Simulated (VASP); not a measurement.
Molecule: CClH3, in a box.

```
CELL_PARAMETERS angstrom
12.76707 0.00000 0.00000
0.00000 13.26707 0.00000
0.00000 0.00000 13.76707
ATOMIC_POSITIONS crystal
C 0.49704 0.51348 0.49492
Cl 0.53195 0.39889 0.55482
H 0.55523 0.57099 0.51352
H 0.41913 0.53623 0.51997
H 0.49649 0.49980 0.41647
```

Base run:

```yaml
Program: VASP 6.6.1
Functional: PBEsol
Potentials_or_basis: VASP PAW PBE potentials, release 64 (C, Cl, H)
Cutoff: 400 eV
k_mesh: 1 × 1 × 1
Occupations: gaussian, width 0.01 eV
Spin: no spin polarisation
```

Its results: gap between the frontier levels 6.26 eV; largest force 0.360 eV/Å.

Q: After a change of settings the same cell gave: gap between the frontier levels 7.02 eV; largest force 0.241 eV/Å. Which change was it?
A. functional from PBEsol to rev-vdW-DF2
B. functional from PBEsol to optB86b-vdW
C. functional from PBEsol to RPBE; dispersion from none to D3(BJ)
D. functional from PBEsol to r2SCAN; dispersion from none to rVV10

A: D.

Caveats: the PAW data sets were made with another functional, which shifts forces and pressure a little.
